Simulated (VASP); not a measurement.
```
CSi
1.0
    1.53886    -2.66539     0.00000
    1.53886     2.66539     0.00000
    0.00000     0.00000    15.10061
Si C
6 6
Direct
  0.00000   0.00000   0.99986
  0.00000   0.00000   0.49986
  0.66667   0.33333   0.83311
  0.33333   0.66667   0.33311
  0.66667   0.33333   0.16658
  0.33333   0.66667   0.66658
  0.00000   0.00000   0.87449
  0.00000   0.00000   0.37449
  0.66667   0.33333   0.70805
  0.33333   0.66667   0.20805
  0.66667   0.33333   0.04160
  0.33333   0.66667   0.54160
```

All values below come from r2SCAN meta-GGA, VASP's PBE PAW potentials (set 64) (plane waves; VASP 6.6.1). Numerical set-up: 520 eV cut-off, 9×9×2 Γ-centred mesh, tetrahedra with Blöchl corrections, potentials Si C.

The path is coarsely sampled, so an indirect gap can come out somewhat too large.

Problem. What does the run give for the energy per atom (σ→0), band gap (over mesh and band path) with the smallest direct gap where there is one?

Solution. 
```json
{
 "band gap (over mesh and band path)": "2.40 eV",
 "smallest direct gap (over mesh and band path)": "3.56 eV",
 "energy per atom (σ→0)": "-932.4 kJ/mol of atoms"
}
```

The absolute energy has meaning only against runs of the same code, potentials and settings.

The compound is SiC in the 6h structure. It was relaxed first.
